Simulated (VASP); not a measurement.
# Si48H23C3ClO in VASP: single point with PBE+D3(BJ)

Aim: the single point of Si48H23C3ClO with PBE+D3(BJ).

Everything below comes from runs of VASP 6.6.1. Logs are shortened: lines on timing, memory, paths and dates and some standing lists are left out, and cuts for length are marked.

**1. The structure**

The cell holds a slab with vacuum, 76 atoms: a = 10.862 Å, b = 10.862 Å, c = 23.428 Å, α = 90.00°, β = 90.00°, γ = 90.00°.

The cell was built by a generator and needn't be a form met in nature.

**2. Single point, PBE+D3(BJ)**

Contents of INCAR:

```
PREC = Accurate ; ENCUT = 400
EDIFF = 1E-6 ; ISMEAR = 0
SIGMA = 0.05 ; LREAL = Auto
LASPH = T ; NELM = 80
ALGO = Fast ; ISIF = 2
LWAVE = F ; LCHARG = F
GGA = PE ; IVDW = 12
ISYM = 0 ; NCORE = 4
```

Contents of KPOINTS:

```
regular mesh
0
Gamma
  1 1 1
```

Contents of POSCAR:

```
Si48H23C3ClO
1.0
    7.6805938572      7.6805938572      0.0000000000
   -7.6805938572      7.6805938572      0.0000000000
    0.0000000000      0.0000000000     23.4276500000
Si H O C Cl
48 23 1 3 1
Direct
    0.7005149941      0.2994850059      0.4169282877
    0.7994850059      0.7005149941      0.4169282877
    0.0494850059      0.9505149941      0.4310142076
    0.2994850059      0.2005149941      0.4169282877
    0.9505149941      0.5494850059      0.4451001274
    0.2005149941      0.7994850059      0.4310142076
    0.4505149941      0.0494850059      0.4451001274
    0.5494850059      0.4505149941      0.4451001274
    0.8750000000      0.3750000000      0.3773276449
    0.8750000000      0.8750000000      0.3773276449
    0.1250000000      0.1250000000      0.3773276449
    0.3750000000      0.3750000000      0.3773276449
    0.1250000000      0.6250000000      0.3773276449
    0.3750000000      0.8750000000      0.3773276449
    0.6250000000      0.1250000000      0.3773276449
    0.6250000000      0.6250000000      0.3773276449
    0.0000000000      0.2500000000      0.3193726217
    0.0000000000      0.7500000000      0.3193726217
    0.2500000000      0.0000000000      0.3193726217
    0.5000000000      0.2500000000      0.3193726217
    0.2500000000      0.5000000000      0.3193726217
    0.5000000000      0.7500000000      0.3193726217
    0.7500000000      0.0000000000      0.3193726217
    0.7500000000      0.5000000000      0.3193726217
    0.8750000000      0.1250000000      0.2614175984
    0.8750000000      0.6250000000      0.2614175984
    0.1250000000      0.8750000000      0.2614175984
    0.3750000000      0.1250000000      0.2614175984
    0.1250000000      0.3750000000      0.2614175984
    0.3750000000      0.6250000000      0.2614175984
    0.6250000000      0.8750000000      0.2614175984
    0.6250000000      0.3750000000      0.2614175984
    0.7500000000      0.2500000000      0.2034625752
    0.7500000000      0.7500000000      0.2034625752
    0.0000000000      0.0000000000      0.2034625752
    0.2500000000      0.2500000000      0.2034625752
    0.0000000000      0.5000000000      0.2034625752
    0.2500000000      0.7500000000      0.2034625752
    0.5000000000      0.0000000000      0.2034625752
    0.5000000000      0.5000000000      0.2034625752
    0.8750000000      0.3750000000      0.1455075520
    0.8750000000      0.8750000000      0.1455075520
    0.1250000000      0.1250000000      0.1455075520
    0.3750000000      0.3750000000      0.1455075520
    0.1250000000      0.6250000000      0.1455075520
    0.3750000000      0.8750000000      0.1455075520
    0.6250000000      0.1250000000      0.1455075520
    0.6250000000      0.6250000000      0.1455075520
    0.9516281893      0.2983718107      0.1067115140
    0.7983718107      0.4516281893      0.1067115140
    0.9516281893      0.7983718107      0.1067115140
    0.7983718107      0.9516281893      0.1067115140
    0.2016281893      0.0483718107      0.1067115140
    0.0483718107      0.2016281893      0.1067115140
    0.4516281893      0.2983718107      0.1067115140
    0.2983718107      0.4516281893      0.1067115140
    0.2016281893      0.5483718107      0.1067115140
    0.0483718107      0.7016281893      0.1067115140
    0.4516281893      0.7983718107      0.1067115140
    0.2983718107      0.9516281893      0.1067115140
    0.7016281893      0.0483718107      0.1067115140
    0.5483718107      0.2016281893      0.1067115140
    0.7016281893      0.5483718107      0.1067115140
    0.5483718107      0.7016281893      0.1067115140
    0.1307440339      0.8060147229      0.6082554693
    0.2665445942      0.7853660021      0.6495246945
    0.3699998505      0.9390701008      0.5800644404
    0.2641648534      0.9992030000      0.6303168044
    0.2259813780      0.0954223620      0.5378670887
    0.0990461477      0.9987151460      0.5557729684
    0.0172289682      0.9827710318      0.4878166351
    0.2795990753      0.7204009247      0.5702801593
    0.2320245057      0.8099812676      0.6072129084
    0.2731249589      0.9414570340      0.5923905539
    0.1969097205      0.0007585775      0.5454229802
    0.2132803273      0.9223780344      0.4785503651
```

Potentials or basis: VASP PAW PBE potentials, release 64 (Si, H, O, C, Cl).

Command:

```console
cat potpaw_PBE.64/Si/POTCAR potpaw_PBE.64/H/POTCAR potpaw_PBE.64/O/POTCAR potpaw_PBE.64/C/POTCAR potpaw_PBE.64/Cl/POTCAR > POTCAR
mpirun -np 8 vasp_gam > vasp.out
```

OUTCAR:

```text
PREC = Accurate
   ENCUT = 400
   EDIFF = 1E-6
   ISMEAR = 0
   LREAL = Auto
   LASPH = T
   NELM = 80
   ISIF = 2
   GGA = PE
   IVDW = 12
   ISYM = 0
 IVDW          = 12

 ion  position               nearest neighbor table
   1  0.701  0.299  0.417-   9 2.26  15 2.26   8 2.41
   2  0.799  0.701  0.417-  10 2.26  16 2.26   5 2.41
   3  0.049  0.951  0.431-  71 1.42  76 2.12   6 2.32  10 2.42  11 2.42
   4  0.299  0.201  0.417-  11 2.26  12 2.26   7 2.41
   5  0.951  0.549  0.445-   2 2.41   9 2.60  13 2.60
   6  0.201  0.799  0.431-  76 1.74   3 2.32  14 2.42  13 2.42
   7  0.451  0.049  0.445-   4 2.41  14 2.60  15 2.60
   8  0.549  0.451  0.445-   1 2.41  12 2.60  16 2.60
   9  0.875  0.375  0.377-   1 2.26  17 2.35  24 2.35   5 2.60
  10  0.875  0.875  0.377-   2 2.26  18 2.35  23 2.35   3 2.42
  11  0.125  0.125  0.377-   4 2.26  17 2.35  19 2.35   3 2.42
  12  0.375  0.375  0.377-   4 2.26  20 2.35  21 2.35   8 2.60
  13  0.125  0.625  0.377-  18 2.35  21 2.35   6 2.42   5 2.60
  14  0.375  0.875  0.377-  19 2.35  22 2.35   6 2.42   7 2.60
[... 32 lines left out ...]
  47  0.625  0.125  0.146-  61 1.49  62 1.49  33 2.35  39 2.35
  48  0.625  0.625  0.146-  63 1.49  64 1.49  34 2.35  40 2.35
  49  0.952  0.298  0.107-  41 1.49
  50  0.798  0.452  0.107-  41 1.49
  51  0.952  0.798  0.107-  42 1.49
  52  0.798  0.952  0.107-  42 1.49
  53  0.202  0.048  0.107-  43 1.49
  54  0.048  0.202  0.107-  43 1.49
[... 16 lines left out ...]
  71  0.017  0.983  0.488-   3 1.42
  72  0.280  0.720  0.570-  73 1.40
  73  0.232  0.810  0.607-  66 1.09  65 1.10  72 1.40  74 1.54
  74  0.273  0.941  0.592-  67 1.09  68 1.09  75 1.52  73 1.54
  75  0.197  0.001  0.545-  69 1.09  70 1.09  74 1.52  76 1.79
  76  0.213  0.922  0.479-   6 1.74  75 1.79   3 2.12

IMPORTANT INFORMATION: All symmetrisations will be switched off!
NOSYMM: (Re-)initialisation of all symmetry stuff for point group C_1.

----------------------------------------------------------------------------------------

                                     Primitive cell

  volume of cell :    2764.0655

  direct lattice vectors                    reciprocal lattice vectors
     7.680593857  7.680593857  0.000000000     0.065099133  0.065099133  0.000000000
    -7.680593857  7.680593857  0.000000000    -0.065099133  0.065099133  0.000000000
     0.000000000  0.000000000 23.427650000     0.000000000  0.000000000  0.042684606

  length of vectors
    10.862000000 10.862000000 23.427650000     0.092064077  0.092064077  0.042684606

  position of ions in fractional coordinates (direct lattice)
     0.700514994  0.299485006  0.416928288
     0.799485006  0.700514994  0.416928288
     0.049485006  0.950514994  0.431014208
     0.299485006  0.200514994  0.416928288
     0.950514994  0.549485006  0.445100127
     0.200514994  0.799485006  0.431014208
[... 68 lines left out ...]
     0.196909721  0.000758578  0.545422980
     0.213280327  0.922378034  0.478550365

  ion indices of the primitive-cell ions
   primitive index   ion index
                 1           1
                 2           2
                 3           3
                 4           4
                 5           5
                 6           6
[... 68 lines left out ...]
                75          75
                76          76

----------------------------------------------------------------------------------------

 KPOINTS: regular mesh

Automatic generation of k-mesh.
 Grid dimensions read from file:
 generate k-points for:    1    1    1

 Generating k-lattice:

  Cartesian coordinates                     Fractional coordinates (reciprocal lattice)
     0.065099133  0.065099133  0.000000000     1.000000000  0.000000000  0.000000000
    -0.065099133  0.065099133  0.000000000     0.000000000  1.000000000  0.000000000
     0.000000000  0.000000000  0.042684606     0.000000000  0.000000000  1.000000000

  Length of vectors
     0.092064077  0.092064077  0.042684606

  Shift w.r.t. Gamma in fractional coordinates (k-lattice)
     0.000000000  0.000000000  0.000000000

 Subroutine IBZKPT returns following result:
 ===========================================

 Found      1 irreducible k-points:

 Following reciprocal coordinates:
            Coordinates               Weight
  0.000000  0.000000  0.000000      1.000000
   k-points           NKPTS =      1   k-points in BZ     NKDIM =      1   number of bands    NBANDS=    160
   number of dos      NEDOS =    301   number of ions     NIONS =     76
   total plane-waves  NPLWV = 829440
   dimension x,y,z NGX =    72 NGY =   72 NGZ =  160
   dimension x,y,z NGXF=   144 NGYF=  144 NGZF=  320
   ions per type =              48  23   1   3   1
   NGX,Y,Z   is equivalent  to a cutoff of  11.02, 11.02, 11.35 a.u.
   NGXF,Y,Z  is equivalent  to a cutoff of  22.04, 22.04, 22.71 a.u.
 SYSTEM =  unknown system
   PREC   = accura    normal or accurate (medium, high low for compatibility)
   ISTART =      0    job   : 0-new  1-cont  2-samecut
   ICHARG =      2    charge: 1-file 2-atom 10-const
   ISPIN  =      1    spin polarized calculation?
   LNONCOLLINEAR =      F non collinear calculations
   LSORBIT =      F    spin-orbit coupling
   LASPH  =      T    aspherical Exc in radial PAW
   ENCUT  =  400.0 eV  29.40 Ry    5.42 a.u.  17.71 17.71 38.20*2*pi/ulx,y,z
   NELM   =     80;   NELMIN=  2; NELMDL= -5     # of ELM steps
   EDIFF  = 0.1E-05   stopping-criterion for ELM
   LREAL  =      T    real-space projection
   EDIFFG = 0.1E-04   stopping-criterion for IOM
   NSW    =      0    number of steps for IOM
   IBRION =     -1    ionic relax: 0-MD 1-quasi-New 2-CG
   NFREE  =      0    steps in history (QN), initial steepest desc. (CG)
   ISIF   =      2    stress and relaxation
   ISYM   =      0    0-nonsym 1-usesym 2-fastsym
   POTIM  = 0.5000    time-step for ionic-motion
   TEBEG  =    0.0;   TEEND  =   0.0 temperature during run
   PSTRESS=    0.0 pullay stress
   NELECT =     240.0000    total number of electrons
   NUPDOWN=      -1.0000    fix difference up-down
   EMIN   =  10.00;   EMAX   =-10.00  energy-range for DOS
   EFERMI =   0.00;   METHOD = LEGACY
   ISMEAR =     0;   SIGMA  =   0.05  broadening in eV -4-tet -1-fermi 0-gaus
   EFERMI_NEDOS =   21; number of points for ismear=-14 and -15
   IALGO  =     68    algorithm
   IMIX   =      4    mixing-type and parameters
     AMIX     =   0.40;   BMIX     =  1.00
     AMIX_MAG =   1.60;   BMIX_MAG =  1.00
  volume/ion in A,a.u.               =      36.37       245.43
  Fermi-wavevector in a.u.,A,eV,Ry     =   0.724930  1.369918  7.150173  0.525523
  Thomas-Fermi vector in A             =   1.815523
   LORBIT       =      0    0 simple, 1 ext, 2 COOP (PROOUT), +10 PAW based schemes
   GGA     = PE    functional components
   LHFCALC =     F    Hartree Fock is set to
   AEXX    =    0.0000 exact exchange contribution
   IVDW    =    12    specifies the selected vdW correction
   LEPSILON=     F    determine dielectric tensor
   LRPA    =     F    only Hartree local field effects (RPA)
 non-spin polarized calculation
 RMM-DIIS sequential band-by-band and
 Gauss-broadening in eV      SIGMA  =   0.05
  energy-cutoff  :      400.00
  volume of cell :     2764.07
 maximum number of plane-waves:     25105
 NGX is ok and might be reduce to    70
   NGX = 35   NGY = 35   NGZ = 77

 number of electron     239.9999946 magnetization

 Free energy of the ion-electron system (eV)
  ---------------------------------------------------
  ext. energy  EPLUGINS =         0.00000000
  ---------------------------------------------------
  free energy    TOTEN  =      -352.30065782 eV

  energy without entropy =     -352.27113349  energy(sigma->0) =     -352.28589565

 E-fermi :  -0.6756     XC(G=0):  -4.4638

 val. band max:       -0.7161283584   @ k =   0.0000   0.0000   0.0000
 cond. band min:      -0.6351835170   @ k =   0.0000   0.0000   0.0000
 fundamental gap:      0.0809448415
 Fermi energy:        -0.6755761224

 k-point     1 :       0.0000    0.0000    0.0000
  band No.  band energies     occupation
      1     -21.9443      2.00000
      2     -18.9669      2.00000
      3     -16.4596      2.00000
      4     -13.7184      2.00000
      5     -12.3896      2.00000
      6     -11.7565      2.00000
[... 124 lines left out ...]
    131       1.1522      0.00000
    132       1.1949      0.00000
 [bands above 132 left out]

------------------------ aborting loop because EDIFF is reached ----------------------------------------

 Edisp (eV)  -13.27805

 E8    (eV) :    -5.4699

  FORCE on cell =-STRESS in cart. coord.  units (eV):
  Direction    XX          YY          ZZ          XY          YZ          ZX
  --------------------------------------------------------------------------------------
  -------------------------------------------------------------------------------------
  Total      27.48232    11.69810     5.24931    -1.64552    11.55143    -4.77738
  in kB      15.92999     6.78075     3.04274    -0.95382     6.69573    -2.76918
  external pressure =        8.58 kB  Pullay stress =        0.00 kB

 VOLUME and BASIS-vectors are now :
 -----------------------------------------------------------------------------
  energy-cutoff  :      400.00
  volume of cell :     2764.07
      direct lattice vectors                 reciprocal lattice vectors
     7.680593857  7.680593857  0.000000000     0.065099133  0.065099133  0.000000000
    -7.680593857  7.680593857  0.000000000    -0.065099133  0.065099133  0.000000000
     0.000000000  0.000000000 23.427650000     0.000000000  0.000000000  0.042684606

 POSITION                                       TOTAL-FORCE (eV/Angst)
 -----------------------------------------------------------------------------------
      3.08015      7.68059      9.76765        -0.391609      0.063656     -0.475656
      0.76015     11.52089      9.76765         0.622645     -0.099699     -0.460888
     -6.92045      7.68059     10.09765        -2.265142     -1.747017     -4.002177
      0.76015      3.84030      9.76765         0.802347      0.182544     -0.239374
      3.08015     11.52089     10.42765         0.744192     -0.045352     -0.718838
     -4.60045      7.68059     10.09765         6.918091     -8.174664     -9.608942
[... 68 lines left out ...]
      1.50656      1.51821     12.77798         0.404978      0.501544      3.808849
     -5.44629      8.72253     11.21131        -3.583234     10.544412      9.426666
 -----------------------------------------------------------------------------------
    total drift:                               -0.000783     -0.001246     -0.014531

  FREE ENERGIE OF THE ION-ELECTRON SYSTEM (eV)
  ---------------------------------------------------
  free  energy   TOTEN  =      -365.5787120058 eV

  energy  without entropy=     -365.5491876807  energy(sigma->0) =     -365.56394984
```

It took 2.2 min on 8 MPI ranks of Intel Xeon Platinum 8559C (Emerald Rapids), shared host; peak memory 0.38 GiB.

Results:

```yaml
Free_energy: -365.5787 eV
Largest_force: 14.591 eV/Å
Band_gap_on_the_k_mesh: 0.08 eV, direct
Dispersion_energy_per_atom: -0.175 eV
```

Forces in eV/Å, atoms in the order of the input:
```
Si  -0.392  0.064 -0.476
Si   0.623 -0.100 -0.461
Si  -2.265 -1.747 -4.002
Si   0.802  0.183 -0.239
Si   0.744 -0.045 -0.719
Si   6.918 -8.175 -9.609
Si   0.547  0.025 -0.936
Si  -0.755 -0.002 -0.873
Si  -0.327  0.954  0.577
Si  -0.247  0.491 -0.020
Si   0.157 -0.819  0.114
Si   0.353  0.984  0.641
Si  -0.843 -1.034  1.146
Si  -0.718  0.697  0.441
Si  -0.332 -1.155  0.529
Si   0.285 -1.006  0.690
Si  -0.103 -0.081  0.375
Si   0.160  0.347 -0.336
Si   0.252 -0.057 -0.302
Si   0.089  0.071 -0.380
Si   0.118  0.170  0.412
Si   0.031 -0.090  0.376
Si  -0.035 -0.125  0.338
Si   0.018  0.102 -0.389
Si   0.031 -0.018  0.016
Si   0.179 -0.038  0.072
Si  -0.229 -0.041 -0.066
Si   0.110  0.092  0.007
Si  -0.038 -0.035  0.053
Si   0.027  0.002  0.024
Si  -0.064  0.074  0.025
Si  -0.198  0.020  0.001
Si  -0.052  0.053 -0.138
Si   0.050  0.014 -0.149
Si   0.098  0.001 -0.151
Si   0.111  0.053 -0.168
Si  -0.103  0.011 -0.144
Si  -0.081 -0.001 -0.190
Si  -0.078 -0.043 -0.150
Si   0.092 -0.010 -0.152
Si   0.070 -0.029  0.087
Si  -0.106  0.026  0.079
Si  -0.116 -0.046  0.081
Si  -0.089  0.008  0.077
Si   0.099  0.028  0.086
Si   0.065 -0.029  0.085
Si   0.070 -0.021  0.097
Si  -0.066 -0.034  0.096
H   -0.274  0.005  0.044
H    0.268  0.006  0.062
H   -0.269 -0.011  0.062
H    0.280 -0.017  0.034
H   -0.257  0.014  0.064
H    0.282  0.031  0.036
H   -0.266 -0.007  0.063
H    0.280 -0.022  0.039
H   -0.279  0.011  0.038
H    0.267 -0.014  0.062
H   -0.276 -0.002  0.043
H    0.262 -0.009  0.050
H   -0.273  0.003  0.045
H    0.267  0.009  0.061
H   -0.268  0.003  0.062
H    0.278  0.031  0.043
H   -0.375 -0.299  0.174
H   -0.154  0.104  0.771
H    0.182  0.331 -0.044
H   -0.273  0.161  0.270
H    0.060  0.298 -0.748
H   -0.152 -0.357 -0.108
H   -1.155 -0.681  1.094
O   -1.059  0.340 -0.452
C    1.453 -0.305 -0.938
C   -0.236 -0.360 -0.539
C    0.405  0.502  3.809
Cl  -3.583 10.544  9.427
```

Caveat: the cutoff is under 1.25 times the usual one of these potentials, so pressure, stress and relaxed cells hold a basis-set (Pulay) error.
